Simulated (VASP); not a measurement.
Here is the system:

```xyz
2
Lattice="1.8277 -3.1656 0.0000 1.8277 3.1656 0.0000 0.0000 0.0000 5.6507" Properties=species:S:1:pos:R:3 pbc="T T T"
Ho     1.8277     1.0552     1.4127
Ho     1.8277    -1.0552     4.2380
```

Computed with RPBE GGA, VASP's PBE PAW potentials (set 64) (plane waves; VASP). Run with 520 eV cut-off, 13×13×7 Γ-centred mesh, tetrahedra with Blöchl corrections, potentials Ho_3.

The 4f electrons are frozen in the core of the lanthanide potential, so 4f levels, which can set the real gap, and their magnetism are missing.

### Question
What does the run give for the energy per atom (σ→0), band gap (on the k-mesh) with the smallest direct gap where there is one?

### Answer

```yaml
band gap (on the k-mesh): none (metal, semimetal or under 0.01 eV)
energy per atom (σ→0): -4.182 eV/atom
```

The compound is Ho in the hcp structure. It was relaxed first.
